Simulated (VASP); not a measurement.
These are PBE GGA, VASP's PBE PAW potentials (set 64) (plane waves; VASP 6.6.1) values and carry that method's errors.

The input files of a VASP run:

### INCAR
```
PREC = Accurate
LWAVE = F
EDIFF = 1E-6
LMAXMIX = 6   ! l cut-off of mixed one-centre charges
ISMEAR = 0   ! Gaussian
LCHARG = F
NELM = 100
MAGMOM = 2.0 0.0
LASPH = T   ! aspherical one-centre terms
LORBIT = 11   ! lm-projected
ISPIN = 2
ENCUT = 300   ! plane-wave cut-off (eV)
SIGMA = 0.2
LREAL = F
ALGO = Normal   ! blocked Davidson
SYSTEM = NiAu
ISIF = 2   ! forces and stress, cell fixed
GGA = PE   ! PBE
```

**POSCAR**
```
NiAu
4.6936410
  0.2943501644   0.1699429079   0.9404666867
 -0.2943501644   0.1699429079   0.9404666867
  0.0000000000  -0.3398862418   0.9404666867
Ni Au
1 1
Cart
  0.0000000000   0.0000000000   0.0000000000
  0.0000000000  -0.0000002131   1.4107000301
```

**KPOINTS**
```
K-points
0
gamma
 8 8 8
```

POTCAR, in this order: Ni Au (PBE.64 set). Program: vasp_std.

**Question.** What will the output report for the number of irreducible k-points (NKPTS), largest plane-wave count, number of space-group operations, FFT grid (NGX, NGY, NGZ)?

**Answer.** 
```json
{
 "number of irreducible k-points (NKPTS)": "65",
 "largest_plane_wave_count": "352",
 "number_of_space_group_operations": "12",
 "FFT grid (NGX, NGY, NGZ)": "28 × 28 × 28"
}
```

The structure was generated: NiAu was put into an ordered model structure, which need not be its known phase. The cell was not relaxed at this level, and its volume differs by -5.9 % from the start's. The k-mesh is coarse (spacing up to 0.33 per Å, 2π included), so the numbers may not be converged in it.
